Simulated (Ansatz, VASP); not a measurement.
# H23C11 (amorphous polyisobutylene at 640 K): VASP beside Ansatz

Wanted: the spread between two codes on one cell, functional and k mesh. The structure shown is the start of the Ansatz relaxation below; VASP solves that cell, so the two are compared at the walk's first step.

Calculated with Ansatz 0.2.0; plane waves, with VASP 6.6.1 beside it; single point at PBE with D3(BJ).

## 1. The starting structure

The cell holds 136 atoms: 44 C and 92 H. Cell: a = 11.429 Å, b = 11.429 Å, c = 11.429 Å, α = 90.0°, β = 90.0°, γ = 90.0°. As first built, before any earlier steps moved the atoms (in the runner's words): 2 polyisobutylene chains of 5 units placed at random, at 0.691 g/cm^3; overlaps pushed apart, then 20 ps at 800 K with MMFF94 bonds, angles, torsions, charges and radii (Halgren, J. Comput. Chem. 17, 490 (1996)) in harmonic and 12-6 forms; charges of ions scaled by 0.8. Snapshot after 30 ps at 640 K and fixed volume.

## 2. Ansatz: relaxation, PBE with D3(BJ)

Ansatz runs on its default PAW (the set named soft_2) files.

The two programs are compared at the cell with which this relaxation starts, whose forces are those of its first step.

Input file input.yaml:

```yaml
crystal:
  lattice:
    - [11.42893, 0.0, 0.0]
    - [0.0, 11.42893, 0.0]
    - [0.0, 0.0, 11.42893]
  atoms:
    - { symbol: C, position: [0.36452, 0.44446, 0.33948] }
    - { symbol: C, position: [0.44479, 0.4921, 0.4259] }
    - { symbol: C, position: [0.53484, 0.42252, 0.4904] }
    - { symbol: C, position: [0.46217, 0.3485, 0.57176] }
    - { symbol: C, position: [0.60303, 0.51333, 0.55987] }
    - { symbol: C, position: [0.60533, 0.34172, 0.40565] }
    - { symbol: C, position: [0.70312, 0.37239, 0.30508] }
    - { symbol: C, position: [0.71547, 0.26239, 0.24748] }
    - { symbol: C, position: [0.65745, 0.45767, 0.21686] }
    - { symbol: C, position: [0.81855, 0.41769, 0.36644] }
    - { symbol: C, position: [0.94182, 0.38056, 0.34401] }
    - { symbol: C, position: [0.97382, 0.25056, 0.36668] }
    - { symbol: C, position: [0.96577, 0.41236, 0.22103] }
    - { symbol: C, position: [0.02228, 0.45897, 0.41886] }
    - { symbol: C, position: [0.04459, 0.44585, 0.55086] }
    - { symbol: C, position: [0.95067, 0.41554, 0.63506] }
    - { symbol: C, position: [0.12218, 0.32986, 0.55099] }
    - { symbol: C, position: [0.12746, 0.54608, 0.59711] }
    - { symbol: C, position: [0.07614, 0.67077, 0.63409] }
    - { symbol: C, position: [0.97685, 0.73376, 0.56053] }
    - { symbol: C, position: [0.16877, 0.76016, 0.62727] }
    - { symbol: C, position: [0.04529, 0.67046, 0.76675] }
    - { symbol: H, position: [0.3236, 0.36376, 0.37229] }
    - { symbol: H, position: [0.3968, 0.42696, 0.24952] }
    - { symbol: H, position: [0.28965, 0.50185, 0.32227] }
    - { symbol: H, position: [0.38937, 0.52493, 0.49605] }
    - { symbol: H, position: [0.48822, 0.56271, 0.3693] }
    - { symbol: H, position: [0.47133, 0.25969, 0.53896] }
    - { symbol: H, position: [0.37511, 0.35737, 0.58595] }
    - { symbol: H, position: [0.51211, 0.34286, 0.64923] }
[... 100 atom lines left out ...]
    - { symbol: H, position: [0.58502, 0.10406, 0.52937] }
    - { symbol: H, position: [0.50791, 0.06028, 0.6428] }
    - { symbol: H, position: [0.6133, 0.1666, 0.65017] }
    - { symbol: H, position: [0.63699, 0.82056, 0.53752] }
    - { symbol: H, position: [0.75694, 0.87883, 0.48375] }
    - { symbol: H, position: [0.61368, 0.95491, 0.44951] }
kpoints:
  mp_grid: { grid: [1, 1, 1] }
hamiltonian:
  xc: pbe
  dispersion: d3bj
scf:
  occupations: { method: fixed }
output:
  forces: true
relax:
  f_tol: 0.03
  max_steps: 200
```

Run with:

```bash
> ansatz run input.yaml --threads 4 --pin off --max-ram 8192MiB --backend cpu --events-out ev --progress --plain --runs-dir out
```

Numbers of over 12 decimals in the logs are rounded to 6 here.

The log of the run:

```text
Engine: ansatz 0.2.0, aarch64-unknown-linux-gnu
Pseudopotentials: kind: paw
Pseudopotential: C, paw, valence charge 4, recommended cutoff 420 eV (normal), C.paw.azcp
Pseudopotential: H, paw, valence charge 1, recommended cutoff 420 eV (normal), H.paw.azcp
Functional definition: PBE
  parameter kappa = 0.804
  parameter beta = 0.066725
  exchange = pbe_x(kappa = kappa, mu = beta*pi^2/3)
  correlation = pbe_c(beta = beta)
Crystal: 136 atoms, lattice volume = 1492.852 Å³
Basis set: ecut = 420 eV, 29039 PW (Γ), exchange–correlation on 160×160×160 points (8 copies of the dense FFT grid, shifted against one another)
Bands: 270, of which v1, the nominal top of the filled ones, is band 134 counted from 1 (133 counted from 0)
Symmetry: 1 space group operations
Space group: P1 (ITA 1), of the structure as read, at distance tolerance 1.1e-4 Å
k-points: 1
Non-local potential: C, projectors of the file, l = 0: 2, l = 1: 2, l = 2: 1
Non-local potential: H, projectors of the file, l = 0: 2, l = 1: 1
PAW form: soft (Blöchl's): semilocal exchange-correlation on the pseudo side does not see the compensation charge
PAW one-centre angular grid: C, 110 points (default); XC on 64 Gauss nodes
PAW one-centre angular grid: H, 110 points (default); XC on 64 Gauss nodes
Initial density: superposition of atomic densities (neutral atoms: chi_scale 0, normalization atom), corrected by the library's trained network
Initial wavefunctions: pseudopotential atomic-orbital guess
Functional: x = pbe(κ = 0.804, μ = 0.219515), c = pbe(β = 0.066725)
SCF iter   1: F=—  HF=-12518.439130 eV  |F-HF|=—  |Δ(HF+E_count)|=         —  Δρ=4.31e-3  dr2=3.15e-1  ethr=1.77e-3  ⟨swp⟩=5.0  Hψ=858  notcnv=0  defer=133
preconditioner: auto → Resta (q_TF=auto, 2.049 Å⁻¹)  ε∞=2.1  [insulator: Δε(μ)=5.051 eV  Ē_g=15.327 eV  n_scr=202 (ndim 8)  ℏωp=15.7 eV  f_vac=0.347  ε∞_Penn≈2.1]
SCF iter   2: F=—  HF=-12518.420753 eV  |F-HF|=—  |Δ(HF+E_count)|=   1.84e-2  Δρ=1.79e-3  dr2=6.54e-2  ethr=1.18e-4  ⟨swp⟩=3.0  Hψ=415  notcnv=0  defer=133
SCF iter   3: F=—  HF=-12518.445738 eV  |F-HF|=—  |Δ(HF+E_count)|=   2.50e-2  Δρ=6.74e-4  dr2=1.10e-2  ethr=2.44e-5  ⟨swp⟩=4.0  Hψ=279  notcnv=0  defer=35
automatic band count: iteration 3 solves 171 bands in place of 270: the levels show a gap, and the empty bands left out lie too high to hold charge; the band table lists the bands solved (type scf.n_extra_bands for more)
SCF iter   4: F=—  HF=-12518.452191 eV  |F-HF|=—  |Δ(HF+E_count)|=   6.45e-3  Δρ=1.78e-4  dr2=9.31e-4  ethr=4.10e-6  ⟨swp⟩=4.0  Hψ=270  notcnv=0  defer=35
SCF iter   5: F=—  HF=-12518.452687 eV  |F-HF|=—  |Δ(HF+E_count)|=   4.96e-4  Δρ=7.21e-5  dr2=1.23e-4  ethr=3.47e-7  ⟨swp⟩=3.0  Hψ=256  notcnv=0  defer=35
SCF iter   6: F=-12518.452650 eV  HF=-12518.452652 eV  |F-HF|=1.60e-6  |Δ(HF+E_count)|=   3.53e-5  Δρ=2.46e-5  dr2=1.22e-5  ethr=8.40e-9  ⟨swp⟩=3.0  Hψ=715  notcnv=0
SCF 1 converged in 6 iterations: F = -12518.452650 eV  dr2 = 1.22e-5
  greatest PAW one-centre occupation: 0.681 electrons in one spin orbital (limit 2), on the C atom at site 7 (counted from 0), in its partial waves of l = 0
relax step   1: F+E_penalty+E_count = -12518.45265036 eV  Δ(F+E_penalty+E_count) = +0.000e0 eV  max|allowed force component| = 5.409e0 eV/Å  Δτ_max = 0.0000 Å  (6 SCF iters, dr2 threshold 2.25e-5 eV, accepted)
Initial density: handed on by an earlier stage of this run
Initial wavefunctions: those handed on with the density
iter 1 solved again at ethr=1.18e-3 eV; its pass at ethr=3.10e-3 eV (dr2=3.16e0 eV) is discarded
SCF iter   1: F=—  HF=-12527.563086 eV  |F-HF|=—  |Δ(HF+E_count)|=         —  Δρ=1.97e-2  dr2=3.19e0  ethr=1.18e-3  ⟨swp⟩=1.0  Hψ=674  notcnv=0  defer=31
automatic band count: iteration 1 solves 171 bands in place of 270: the levels show a gap, and the empty bands left out lie too high to hold charge; the band table lists the bands solved (type scf.n_extra_bands for more)
preconditioner: auto → Resta (q_TF=auto, 2.049 Å⁻¹)  ε∞=2.6  [insulator: Δε(μ)=5.036 eV  Ē_g=12.368 eV  n_scr=202 (ndim 8)  ℏωp=15.7 eV  f_vac=0.346  ε∞_Penn≈2.6  vacuum switching on, ρ_ref=1.1e-2 e/Å³]
SCF iter   2: F=—  HF=-12526.951829 eV  |F-HF|=—  |Δ(HF+E_count)|=   6.11e-1  Δρ=8.97e-3  dr2=4.95e-1  ethr=1.18e-3  ⟨swp⟩=2.0  Hψ=219  notcnv=0  defer=34
SCF iter   3: F=—  HF=-12526.928978 eV  |F-HF|=—  |Δ(HF+E_count)|=   2.29e-2  Δρ=1.84e-3  dr2=2.38e-2  ethr=1.85e-4  ⟨swp⟩=2.0  Hψ=256  notcnv=0  defer=35
SCF iter   4: F=—  HF=-12526.930503 eV  |F-HF|=—  |Δ(HF+E_count)|=   1.53e-3  Δρ=3.89e-4  dr2=1.64e-3  ethr=8.88e-6  ⟨swp⟩=2.0  Hψ=307  notcnv=0  defer=35
SCF iter   5: F=—  HF=-12526.930838 eV  |F-HF|=—  |Δ(HF+E_count)|=   3.34e-4  Δρ=1.06e-4  dr2=1.74e-4  ethr=6.13e-7  ⟨swp⟩=2.0  Hψ=274  notcnv=0  defer=35
SCF iter   6: F=-12526.930853 eV  HF=-12526.930849 eV  |F-HF|=3.44e-6  |Δ(HF+E_count)|=   1.17e-5  Δρ=2.85e-5  dr2=1.25e-5  ethr=3.73e-8  ⟨swp⟩=2.0  Hψ=583  notcnv=0
[...]
- { symbol: H, position: [0.481816, 0.349331, 0.616484] }
    - { symbol: H, position: [0.543215, 0.595880, 0.589909] }
    - { symbol: H, position: [0.652723, 0.485880, 0.593246] }
    - { symbol: H, position: [0.651744, 0.592351, 0.479599] }
    - { symbol: H, position: [0.511778, 0.313667, 0.343411] }
    - { symbol: H, position: [0.602886, 0.291664, 0.463980] }
    - { symbol: H, position: [0.773045, 0.253141, 0.189920] }
    - { symbol: H, position: [0.619357, 0.237497, 0.200775] }
    - { symbol: H, position: [0.710806, 0.179772, 0.312078] }
    - { symbol: H, position: [0.676273, 0.555550, 0.267920] }
    - { symbol: H, position: [0.739246, 0.466273, 0.158603] }
    - { symbol: H, position: [0.586933, 0.460289, 0.183705] }
    - { symbol: H, position: [0.785228, 0.338612, 0.475435] }
    - { symbol: H, position: [0.788572, 0.484352, 0.429218] }
    - { symbol: H, position: [0.927179, 0.203653, 0.282715] }
    - { symbol: H, position: [0.937601, 0.202662, 0.436828] }
    - { symbol: H, position: [0.060670, 0.242426, 0.350692] }
    - { symbol: H, position: [0.046615, 0.425288, 0.218925] }
    - { symbol: H, position: [0.926866, 0.523257, 0.232933] }
    - { symbol: H, position: [0.906383, 0.382966, 0.168855] }
    - { symbol: H, position: [0.095020, 0.450374, 0.405633] }
    - { symbol: H, position: [0.976909, 0.543939, 0.431504] }
    - { symbol: H, position: [0.934072, 0.429268, 0.744308] }
    - { symbol: H, position: [0.853599, 0.502667, 0.633436] }
[...]
- { symbol: C, position: [0.104732, 0.931216, 0.264089] }
    - { symbol: C, position: [0.212737, 0.0068524, 0.241597] }
    - { symbol: C, position: [0.333906, 0.946090, 0.251106] }
    - { symbol: C, position: [0.349078, 0.901317, 0.377489] }
    - { symbol: C, position: [0.427562, 0.040301, 0.230276] }
    - { symbol: C, position: [0.347870, 0.835983, 0.171858] }
    - { symbol: C, position: [0.361201, 0.836849, 0.036055] }
    - { symbol: C, position: [0.337308, 0.710315, -0.003749] }
    - { symbol: C, position: [0.267220, 0.914202, -0.022041] }
    - { symbol: C, position: [0.480833, 0.883133, 0.988848] }
    - { symbol: C, position: [0.598907, 0.815895, 0.994566] }
    - { symbol: C, position: [0.602604, 0.708489, 0.912439] }
    - { symbol: C, position: [0.627029, 0.770553, 0.118327] }
    - { symbol: C, position: [0.701948, 0.901995, 0.966514] }
    - { symbol: C, position: [0.709929, 0.989967, 0.861643] }
    - { symbol: C, position: [0.633104, 0.098494, 0.883101] }
    - { symbol: C, position: [0.838639, 0.031206, 0.864738] }
    - { symbol: C, position: [0.681731, 0.926086, 0.745253] }
    - { symbol: C, position: [0.669708, 0.987606, 0.624230] }
    - { symbol: C, position: [0.770165, 0.071255, 0.593553] }
    - { symbol: C, position: [0.552792, 0.053445, 0.612949] }
    - { symbol: C, position: [0.669236, 0.888649, 0.532608] }
[...]
- { symbol: H, position: [0.769531, 0.150212, 0.648199] }
    - { symbol: H, position: [0.761692, 0.099834, 0.502073] }
    - { symbol: H, position: [0.540328, 0.083681, 0.522458] }
    - { symbol: H, position: [0.478730, -0.00399631, 0.634773] }
    - { symbol: H, position: [0.548331, 0.130368, 0.669962] }
    - { symbol: H, position: [0.599499, 0.824884, 0.550649] }
    - { symbol: H, position: [0.752958, 0.841371, 0.532190] }
    - { symbol: H, position: [0.654642, 0.924074, 0.444334] }
```

Reading the cycles: dr2 is the Hartree energy of the density residual (eV), the measure of convergence; HF is the Harris–Foulkes estimate of the energy, which meets the free energy F at convergence.

## 3. VASP: single point, PBE with D3(BJ), start cell

The same cell, functional and mesh now go to VASP, with its own data sets.

Lines of VASP's logs that name or quote its potential files are left out, and so is its time.

Input file INCAR:

```
SYSTEM = H23C11
PREC = Accurate
ENCUT = 520
EDIFF = 1E-06
NELM = 120
ISMEAR = 0
SIGMA = 0.01
LREAL = Auto
ALGO = Normal
GGA = PE
IVDW = 12
NBANDS = 229
LORBIT = 11
LWAVE = .FALSE.
LCHARG = .FALSE.
ISIF = 2
LASPH = .TRUE.
GGA_COMPAT = .FALSE.
EFERMI = MIDGAP
```

Input file POSCAR:

```
H23C11
1.0
   11.4289300000      0.0000000000      0.0000000000
    0.0000000000     11.4289300000      0.0000000000
    0.0000000000      0.0000000000     11.4289300000
C H
44 92
Direct
    0.3645223131      0.4444598051      0.3394805988
    0.4447922946      0.4921020603      0.4259016373
    0.5348357195      0.4225242433      0.4903958638
    0.4621692494      0.3485015658      0.5717595610
    0.6030310799      0.5133288943      0.5598686841
    0.6053322577      0.3417205285      0.4056460229
    0.7031191896      0.3723883163      0.3050766782
    0.7154738020      0.2623867676      0.2474772354
    0.6574543724      0.4576718905      0.2168619460
    0.8185543179      0.4176943948      0.3664385030
    0.9418204504      0.3805605599      0.3440129566
    0.9738181965      0.2505571388      0.3666834953
    0.9657684490      0.4123570623      0.2210268153
    0.0222768011      0.4589668499      0.4188581083
    0.0445886010      0.4458510114      0.5508564669
    0.9506664228      0.4155419624      0.6350638249
    0.1221811666      0.3298559008      0.5509877128
    0.1274572510      0.5460791168      0.5971075158
    0.0761401111      0.6707714545      0.6340926053
    0.9768543512      0.7337607283      0.5605336633
    0.1687734547      0.7601586500      0.6272678195
    0.0452885791      0.6704564644      0.7667471933
    0.1011293271      0.9289233550      0.3047966870
    0.1948738858      0.0103509252      0.2662803955
    0.3245798163      0.9693383370      0.2536895405
    0.3722483207      0.9686996070      0.3759669540
    0.3771656664      0.0787562790      0.1990825038
    0.3410730488      0.8564056303      0.1841467224
    0.3324633190      0.8386611870      0.0530758347
    0.2879534655      0.7101977175      0.0246829756
[... 100 atom lines left out ...]
    0.5850241449      0.1040604851      0.5293671411
    0.5079128142      0.0602768588      0.6427985822
    0.6133032576      0.1666035228      0.6501658510
    0.6369887645      0.8205580050      0.5375218853
    0.7569387510      0.8788311767      0.4837460725
    0.6136794958      0.9549100397      0.4495083967
```

Input file KPOINTS:

```
Automatic mesh
0
Gamma
1 1 1
0 0 0
```

The projector-augmented-wave data sets are C and H (PBE family, release 64).

Run with:

```bash
> export OMP_NUM_THREADS=3
> mpirun -np 1 vasp_gam
```

The log of the run:

```text
[banner, memory and clock lines left out]
running    1 mpi-ranks, on    1 nodes
[...]
Offloading initialized ...    1 GPUs detected
[...]
LDA part: xc-table for (Slater+PW92), standard interpolation
 POSCAR, INCAR and KPOINTS ok, starting setup
[...]
entering main loop
       N       E                     dE             d eps       ncg     rms          rms(c)
DAV:   1     0.179323911592E+04    0.17932E+04   -0.12611E+05   466   0.104E+03
DAV:   2    -0.535225640643E+03   -0.23285E+04   -0.21969E+04   604   0.242E+02
DAV:   3    -0.800045748383E+03   -0.26482E+03   -0.26251E+03   596   0.827E+01
DAV:   4    -0.808205213714E+03   -0.81595E+01   -0.81365E+01   604   0.169E+01
[...]
DAV:  18    -0.727927650939E+03    0.84609E-05   -0.91703E-06   548   0.880E-03    0.491E-03
DAV:  19    -0.727927648491E+03    0.24481E-05   -0.55697E-06   540   0.641E-03    0.248E-03
DAV:  20    -0.727927648518E+03   -0.26688E-07   -0.16233E-06   404   0.384E-03
   1 F= -.73412078E+03 E0= -.73412078E+03  d E =0.000000E+00
```

From OUTCAR (step 3):

```text
  FREE ENERGIE OF THE ION-ELECTRON SYSTEM (eV)
  ---------------------------------------------------
  free  energy   TOTEN  =      -734.1207843189 eV

  energy  without entropy=     -734.1207843189  energy(sigma->0) =     -734.12078432
```

The run ends at a pressure of 2.82 GPa, with forces up to 6.2 eV/Å.

## 4. Comparison

Known differences besides the potentials themselves: fixed occupations in Ansatz, narrow Gaussian smearing in VASP; the cutoff is 420 eV in Ansatz and 520 eV in VASP (PREC = Accurate, projectors in real space). Total energies have different zeros and are not compared.

Forces on 9 of the 136 atoms, those with the largest forces and the largest differences (eV/Å; atoms numbered as in POSCAR):

```
atom         Ansatz x, y, z           VASP x, y, z
  C4  3.689, -2.633, -0.764  3.665, -2.632, -0.754
  C7   -1.645, 1.663, 2.563   -1.650, 1.684, 2.591
 C12  2.485, -0.983, -3.118  2.473, -0.972, -3.108
 C13  2.794, -5.409, -1.342  2.785, -5.376, -1.355
 C21    2.342, 0.088, 2.916    2.360, 0.104, 2.913
 C23    0.760, 1.240, 2.216    0.741, 1.209, 2.203
 C34   2.001, -3.287, 0.778   1.992, -3.291, 0.760
 C36   -0.996, 3.640, 2.685   -0.991, 3.631, 2.670
 H70  -1.682, 3.887, -1.216  -1.681, 3.883, -1.216
```

The forces differ by 12 meV/Å r.m.s., which is 1.0 % of the r.m.s. force of 1.188 eV/Å (both taken over all components).

## 5. Summary of results

```json
{
 "r.m.s. force difference (single point, PBE with D3(BJ), start cell)": "1.0 % of the r.m.s. force"
}
```

The r.m.s. force difference is 1.0 % of the r.m.s. force (single point, PBE with D3(BJ), start cell), within the 3 % picked in this series as the mark of a large difference. 1 further run of this series is not shown here. How closely two codes agree says nothing of how well the functional describes the real material.

[Lines on the potential files, build, host, timing and source positions are cut from VASP's logs without a mark.]

[Logs are printed without paths, hosts, clocks, repeated set-up lines and the standing remarks that a program may print on its own settings, such as how far it seeks lower states.]

[Hosts, paths, dates, database ids (printed as entryN), source tags and the programs' standing remarks are cut or masked in the printed files.]

[The MMFF94 radii named for the starting cell were scaled by 0.96; in molecules described by MMFF94, hydrogen bound to N, O or S took a small fixed 12-6 site in their place.]
